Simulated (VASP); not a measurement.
An input for Quantum ESPRESSO's pw.x (written as the equivalent of a VASP run, and not itself run):

```
&CONTROL
  calculation = 'scf'
  pseudo_dir = './pseudo'
  outdir = './out'
  tprnfor = .true.
  tstress = .true.
/
&SYSTEM
  ibrav = 0
  nat = 2
  ntyp = 2
  ecutwfc = 84
  occupations = 'smearing'
  smearing = 'methfessel-paxton'
  degauss = 0.00735
  input_dft = 'pbe'
/
&ELECTRONS
  conv_thr = 7.3e-09
  electron_maxstep = 100
/
ATOMIC_SPECIES
  Ti 47.867 Ti.upf
  N 14.007 N.upf
CELL_PARAMETERS angstrom
     0.0000000    2.0606623    2.0606623
     2.0606623    0.0000000    2.0606623
     2.0606623    2.0606623    0.0000000
ATOMIC_POSITIONS crystal
  Ti   0.0000000  0.0000000  0.0000000
  N    0.5000000  0.5000000  0.5000000
K_POINTS automatic
  14 14 14 0 0 0
```

Task: Write the VASP files for the same calculation (PBE).

Result: Several could match; the one computed here: 
INCAR:
```
! general
SYSTEM   =  TiN
PREC     =  Accurate
ENCUT    =  600   ! plane-wave cut-off (eV)
LREAL    =  .False.
LASPH    =  .True.

! electronic loop
EDIFF    =  1E-7   ! SCF stop (eV)
NELM     =  100   ! most electronic steps
ALGO     =  Normal   ! blocked Davidson
LMAXMIX  =  4   ! l cut-off of mixed one-centre charges

! smearing
ISMEAR   =  1   ! Methfessel-Paxton
SIGMA    =  0.1   ! width (eV)

! functional
GGA      =  PE   ! PBE

! ions
ISIF     =  2   ! forces and stress, cell fixed

! output
LWAVE    =  .False.
LCHARG   =  .False.
```

**POSCAR**
```
TiN
2.9142170
  0.0000000000   0.7071066706   0.7071066706
  0.7071066706   0.0000000000   0.7071066706
  0.7071066706   0.7071066706   0.0000000000
Ti N
1 1
Cart
  0.0000000000   0.0000000000   0.0000000000
  0.7071066706   0.7071066706   0.7071066706
```

**KPOINTS**
```
K-points
0
gamma
 14 14 14
0 0 0
```

POTCAR, in this order: Ti_sv N (PBE.64 set). Program: vasp_std.

The two are equivalent in intent, not identical: the potentials are each code's own (VASP's PAW set, PseudoDojo norm-conserving files in pw.x), so ENCUT and ecutwfc are chosen apart and not converted; conv_thr bounds pw.x's estimated SCF error, while EDIFF bounds the energy change between steps.

The compound is TiN in the rock salt structure. This cell was strained or had an atom moved on purpose.
